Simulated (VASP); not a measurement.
Data:

```xyz
8
Lattice="1.6321 -2.8268 0.0000 1.6321 2.8268 0.0000 0.0000 0.0000 10.7072" Properties=species:S:1:pos:R:3 pbc="T T T"
In     1.6321    -0.9423     2.6926
Ga     1.6321     0.9423    10.6027
Ga     1.6321    -0.9423     8.0409
Ga     1.6321     0.9423     5.4762
N      1.6321    -0.9423     4.8618
N      1.6321     0.9423     1.8163
N      1.6321    -0.9423     9.9874
N      1.6321     0.9423     7.4241
```

Computed with PBEsol GGA, VASP's PBE PAW potentials (set 64) (plane waves; VASP). Numerical set-up: 520 eV cut-off, 9×9×3 Γ-centred mesh, tetrahedra with Blöchl corrections, potentials In_d Ga_d N.

The cores are frozen, which limits the accuracy of field gradients.

Give the principal components of the electric field gradient (V/Å²) and the asymmetry η at each nucleus.

```json
[
 {"atom": "In1", "Vxx": "-20.2", "Vyy": "-20.2", "Vzz": "40.4", "η": "0.00"},
 {"atom": "Ga2", "Vxx": "4.7", "Vyy": "4.7", "Vzz": "-9.3", "η": "0.00"},
 {"atom": "Ga3", "Vxx": "6.9", "Vyy": "6.9", "Vzz": "-13.9", "η": "0.00"},
 {"atom": "Ga4", "Vxx": "7.7", "Vyy": "7.7", "Vzz": "-15.4", "η": "0.00"},
 {"atom": "N5", "Vxx": "-0.5", "Vyy": "-0.5", "Vzz": "1.0", "η": "0.00"},
 {"atom": "N6", "Vxx": "-11.7", "Vyy": "-11.7", "Vzz": "23.3", "η": "0.00"},
 {"atom": "N7", "Vxx": "2.5", "Vyy": "2.5", "Vzz": "-4.9", "η": "0.00"},
 {"atom": "N8", "Vxx": "2.4", "Vyy": "2.3", "Vzz": "-4.7", "η": "0.00"}
]
```

The structure was generated: Ga3InN4 was put into an ordered model structure (P3m1), which need not be its known phase. It was relaxed first.
